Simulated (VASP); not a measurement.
```
BaSi2
1.0
    4.10355     0.00000     0.00000
   -2.05178     3.55378     0.00000
    0.00000     0.00000     5.02551
Ba Si
1 2
Direct
  0.00000   0.00000   0.00000
  0.33333   0.66667   0.50000
  0.66667   0.33333   0.50000
```

These are PBEsol GGA, VASP's PBE PAW potentials (set 64) (plane waves; VASP) values and carry that method's errors. Settings: 400 eV cut-off, Gaussian smearing of 0.050 eV, potentials Ba_sv Si.

Problem. Give the energies of bands 6 to 12 at the high-symmetry points, in eV from the Fermi level.

Solution. 
```
band      Γ      M      K      A      L      H
----  -----  -----  -----  -----  -----  -----
6     -2.46  -7.86  -8.06  -4.33  -7.21  -8.52
7     -2.46  -3.30  -5.25  -2.23  -3.75  -4.31
8     -2.29  -2.76  -1.84  -2.23  -1.95  -1.21
9     -0.65  -1.46  -1.84  -0.39  -1.33  -1.21
10    -0.62   0.37   1.90   0.53  -0.01   2.58
11     1.72   1.83   1.90   0.53   2.94   3.62
12     1.72   2.50   2.93   1.83   3.67   3.62
```

It has no gap at this level: it comes out as a metal or semimetal.

The structure was generated: BaSi2 was put into the AlB2 type (P6/mmm), which need not be its known phase. It was relaxed first, which changed the volume by +15 %.
